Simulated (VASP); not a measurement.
A convergence study with VASP on NaF (rock salt): one setting is varied, all else stays as given below, so the limit is that of these other settings. Each run relaxes cell and ions from the cell shown.

```xyz
2
Lattice="0.0000 2.3150 2.3150 2.3150 0.0000 2.3150 2.3150 2.3150 0.0000" Properties=species:S:1:pos:R:3 pbc="T T T"
Na     0.0000     0.0000     0.0000
F      2.3150     2.3150     2.3150
```

The numbers are results of PBE GGA, VASP's PBE PAW potentials (set 64) (plane waves; VASP), not measurements. The tightest run used: 700 eV cut-off, 14×14×14 Γ-centred mesh, Gaussian smearing of 0.050 eV, potentials Na_pv F.

Gaps are read on the run's mesh, which can miss a band edge.

```json
[
 {"setting": "2×2×2 mesh", "relaxed volume (Å³/atom)": "13.220", "E (eV/atom)": "-4.2268", "gap on the mesh (eV)": "5.893", "irreducible k-points": "3"},
 {"setting": "3×3×3 mesh", "relaxed volume (Å³/atom)": "12.916", "E (eV/atom)": "-4.2824", "gap on the mesh (eV)": "6.100", "irreducible k-points": "4"},
 {"setting": "4×4×4 mesh", "relaxed volume (Å³/atom)": "12.904", "E (eV/atom)": "-4.2853", "gap on the mesh (eV)": "6.111", "irreducible k-points": "8"}
]
```

### Question
These are the cheaper rows. Estimate the results at 14×14×14 mesh, and how far the last row shown lies from them.

### Answer

| quantity | tightest run | last row shown is off by |
|---|---|---|
| relaxed volume (Å³/atom) | 12.902 | 0.003 |
| E (eV/atom) | -4.2854 | 0.0001 |
| gap on the mesh (eV) | 6.112 | -0.002 |

Left out are rungs that failed or repeat a setting and relaxations that didn't move; long series are thinned to 24 rows.

The compound is NaF in the rock salt structure.
